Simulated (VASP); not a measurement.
Computed with r2SCAN meta-GGA, VASP's PBE PAW potentials (set 64) (plane waves; VASP).

A VASP calculation is set up with these files.

INCAR:
```
NEDOS = 601   # DOS grid
LCHARG = .FALSE.
ISMEAR = -5   # tetrahedra, Bloechl
EDIFF = 1E-7
LWAVE = .FALSE.
LMIXTAU = .TRUE.
ENCUT = 520
LORBIT = 11
PREC = Accurate
NELM = 100   # most electronic steps
SYSTEM = C
ISIF = 2   # forces and stress, cell fixed
LASPH = .TRUE.
ALGO = Normal
LREAL = .FALSE.   # projection in real space or not
METAGGA = R2SCAN
```

**KPOINTS_OPT**
```
k-points along high-symmetry lines
10
Line-mode
Reciprocal
  0.000000   0.000000   0.000000 ! GAMMA
  0.000000   0.500000   0.000000 ! X

  0.000000   0.500000   0.000000 ! X
  0.500000   0.500000   0.000000 ! M

  0.500000   0.500000   0.000000 ! M
  0.000000   0.000000   0.000000 ! GAMMA

  0.000000   0.000000   0.000000 ! GAMMA
  0.500000   0.500000   0.500000 ! R

  0.500000   0.500000   0.500000 ! R
  0.000000   0.500000   0.000000 ! X

  0.500000   0.500000   0.500000 ! R
  0.500000   0.500000   0.000000 ! M
```

File POSCAR:
```
C
1.0
  1.7801739603   0.0000000000   0.0000000000
  0.0000000000   1.7801739603   0.0000000000
  0.0000000000   0.0000000000   1.7801739603
C
1
Cartesian
  0.0000000000   0.0000000000   0.0000000000
```

### KPOINTS
```
Automatic mesh
0
Gamma
23 23 23
0 0 0
```

POTCAR, in this order: C (PBE.64 set). Program: vasp_std.

The resulting files:

OUTCAR:
```
 ion  position               nearest neighbor table
   1  0.000  0.000  0.000-
  LATTYP: Found a simple cubic cell.
 ALAT       =     1.7801739603
 Subroutine PRICEL returns:
 Original cell was already a primitive cell.
 Subroutine GETGRP returns: Found 48 space group operations
The static configuration has the point symmetry O_h .
The dynamic configuration has the point symmetry O_h .
 Subroutine INISYM returns: Found 48 space group operations
 Subroutine IBZKPT returns following result:
 Found    364 irreducible k-points:

 Following reciprocal coordinates:
            Coordinates               Weight
  0.000000  0.000000  0.000000      1.000000
  0.043478  0.000000  0.000000      6.000000
  0.086957  0.000000  0.000000      6.000000
  0.130435  0.000000  0.000000      6.000000
  0.173913  0.000000  0.000000      6.000000
  0.217391  0.000000  0.000000      6.000000
  0.260870  0.000000  0.000000      6.000000
  0.304348  0.000000  0.000000      6.000000
  0.347826  0.000000  0.000000      6.000000
  0.391304  0.000000  0.000000      6.000000
  0.434783  0.000000  0.000000      6.000000
  0.478261  0.000000  0.000000      6.000000
  0.043478  0.043478  0.000000     12.000000
  0.086957  0.043478  0.000000     24.000000
  0.130435  0.043478  0.000000     24.000000
  0.173913  0.043478  0.000000     24.000000
  0.217391  0.043478  0.000000     24.000000
  0.260870  0.043478  0.000000     24.000000
  0.304348  0.043478  0.000000     24.000000
  0.347826  0.043478  0.000000     24.000000
  0.391304  0.043478  0.000000     24.000000
  0.434783  0.043478  0.000000     24.000000
  0.478261  0.043478  0.000000     24.000000
  0.086957  0.086957  0.000000     12.000000
  0.130435  0.086957  0.000000     24.000000
  0.173913  0.086957  0.000000     24.000000
  0.217391  0.086957  0.000000     24.000000
  0.260870  0.086957  0.000000     24.000000
  0.304348  0.086957  0.000000     24.000000
  0.347826  0.086957  0.000000     24.000000
  0.391304  0.086957  0.000000     24.000000
  0.434783  0.086957  0.000000     24.000000
  0.478261  0.086957  0.000000     24.000000
  0.130435  0.130435  0.000000     12.000000
  0.173913  0.130435  0.000000     24.000000
  0.217391  0.130435  0.000000     24.000000
  0.260870  0.130435  0.000000     24.000000
  0.304348  0.130435  0.000000     24.000000
  0.347826  0.130435  0.000000     24.000000
  0.391304  0.130435  0.000000     24.000000
   k-points           NKPTS =    364   k-points in BZ     NKDIM =    364   number of bands    NBANDS=      6
   number of dos      NEDOS =    601   number of ions     NIONS =      1
   total plane-waves  NPLWV =   2744
   dimension x,y,z NGX =    14 NGY =   14 NGZ =   14
   dimension x,y,z NGXF=    28 NGYF=   28 NGZF=   28
   ions per type =               1
   PREC   = accura    normal or accurate (medium, high low for compatibility)
   ISTART =      0    job   : 0-new  1-cont  2-samecut
   ICHARG =      2    charge: 1-file 2-atom 10-const
   ISPIN  =      1    spin polarized calculation?
   LNONCOLLINEAR =      F non collinear calculations
   LSORBIT =      F    spin-orbit coupling
   INIWAV =      1    electr: 0-lowe 1-rand  2-diag
   ENCUT  =  520.0 eV  38.22 Ry    6.18 a.u.   3.31  3.31  3.31*2*pi/ulx,y,z
   NELM   =    100;   NELMIN=  2; NELMDL= -5     # of ELM steps
   EDIFF  = 0.1E-06   stopping-criterion for ELM
   LREAL  =      F    real-space projection
   NLSPLINE    = F    spline interpolate recip. space projectors
   LMAXMIX     =    2 max onsite mixed and CHGCAR
   VOSKOWN=      0    Vosko Wilk Nusair interpolation
...
```

OSZICAR:
```
       N       E                     dE             d eps       ncg     rms          rms(c)
DAV:   1    -0.455419628442E+01   -0.45542E+01   -0.26886E+03  4686   0.689E+02
DAV:   2    -0.799657936274E+01   -0.34424E+01   -0.32975E+01  5586   0.509E+01
DAV:   3    -0.801582613401E+01   -0.19247E-01   -0.19298E-01  5292   0.425E+00
DAV:   4    -0.801583462048E+01   -0.84865E-05   -0.85577E-05  6582   0.794E-02
DAV:   5    -0.801583462095E+01   -0.46728E-09   -0.46758E-09  5298   0.343E-04    0.168E+00
DAV:   6    -0.683237726505E+01    0.11835E+01   -0.21285E-01  5088   0.408E+00    0.166E+00
DAV:   7    -0.761736257164E+01   -0.78499E+00   -0.23239E-01  5004   0.416E+00    0.320E-01
DAV:   8    -0.703763207447E+01    0.57973E+00   -0.98183E-02  4848   0.313E+00    0.154E-01
DAV:   9    -0.703765980604E+01   -0.27732E-04   -0.46373E-04  5676   0.278E-01    0.161E-01
DAV:  10    -0.703739186171E+01    0.26794E-03   -0.14126E-04  4698   0.138E-01    0.125E-01
DAV:  11    -0.703749365994E+01   -0.10180E-03   -0.26349E-04  4734   0.201E-01    0.185E-01
DAV:  12    -0.703769011569E+01   -0.19646E-03   -0.86037E-05  4446   0.121E-01    0.255E-01
DAV:  13    -0.703764676502E+01    0.43351E-04   -0.32663E-05  4800   0.603E-02    0.173E-01
DAV:  14    -0.703761939285E+01    0.27372E-04   -0.21987E-05  4488   0.521E-02    0.848E-02
DAV:  15    -0.703761060576E+01    0.87871E-05   -0.12279E-05  4758   0.378E-02    0.333E-02
DAV:  16    -0.703761008224E+01    0.52352E-06   -0.17896E-06  4938   0.143E-02    0.985E-03
DAV:  17    -0.703761011785E+01   -0.35606E-07   -0.16208E-07  4800   0.457E-03
   1 F= -.70376101E+01 E0= -.70376101E+01  d E =0.000000E+00
       N       E                     dE             ncg
```

OUTCAR:
```
------------------------ aborting loop because EDIFF is reached ----------------------------------------
  FORCE on cell =-STRESS in cart. coord.  units (eV):
  Direction    XX          YY          ZZ          XY          YZ          ZX
  --------------------------------------------------------------------------------------
  Total       -0.0772120     -0.0772120     -0.0772120      0.0000000      0.0000000      0.0000000
  in kB      -21.9284472    -21.9284472    -21.9284472      0.0000000      0.0000000      0.0000000
  external PRESSURE =     -21.9284472 kB  Pullay stress =       0.0000000 kB
  volume of cell :        5.64
      direct lattice vectors                 reciprocal lattice vectors
     1.780173960  0.000000000  0.000000000     0.561742853  0.000000000  0.000000000
     0.000000000  1.780173960  0.000000000     0.000000000  0.561742853  0.000000000
     0.000000000  0.000000000  1.780173960     0.000000000  0.000000000  0.561742853
 POSITION                                       TOTAL-FORCE (eV/Angst)
 -----------------------------------------------------------------------------------
      0.00000      0.00000      0.00000         0.000000      0.000000      0.000000
 -----------------------------------------------------------------------------------
    total drift:                               -0.000000     -0.000000     -0.000000
  FREE ENERGIE OF THE ION-ELECTRON SYSTEM (eV)
  ---------------------------------------------------
  free  energy   TOTEN  =        -7.0376101178 eV

  energy  without entropy=       -7.0376101178  energy(sigma->0) =       -7.03761012

 total charge

# of ion       s       p       d       tot
------------------------------------------
    1        0.890   1.407   0.000   2.298
```
(Selected blocks of OUTCAR.)

For a metal the tetrahedron method with Blöchl corrections gives inexact stress and forces.

The structure was generated: C was put into the simple-cubic type (Pm-3m), which need not be its known phase. It was relaxed first, which changed the volume by -31 %.
